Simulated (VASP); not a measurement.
Here is the system:

```yaml
crystal:
  lattice:
    - [2.67626, 0.00000, 0.00000]
    - [0.00000, 2.67626, 0.00000]
    - [0.00000, 0.00000, 3.59433]
  atoms:
    - { symbol: V, position: [0.50000, 0.50000, 0.50000] }
    - { symbol: Ir, position: [0.00000, 0.00000, 0.00000] }
```

Calculation: PBEsol GGA, VASP's PBE PAW potentials (set 64) (plane waves; VASP). Settings: 480 eV cut-off, 12×12×10 Γ-centred mesh, first-order Methfessel-Paxton smearing of 0.10 eV, potentials V_sv Ir.

Unless said otherwise, spin-orbit coupling is left out, though it shifts the bands of the heavy elements here.

Question: Predict the energy per atom (σ→0), pressure, band gap (on the k-mesh) with the smallest direct gap where there is one.

Answer: 
The band gap (on the k-mesh) comes out as none (metal, semimetal or under 0.01 eV) and the energy per atom (σ→0) comes out as -10209 meV/atom. The pressure is 14.98 GPa.

The absolute energy has meaning only against runs of the same code, potentials and settings.

The structure comes from a computed database's VIr entry (P4/mmm); how it stands against other phases isn't given here. It was relaxed first under an external pressure of 15 GPa. The run is not spin-polarised, so no magnetic state was tried.
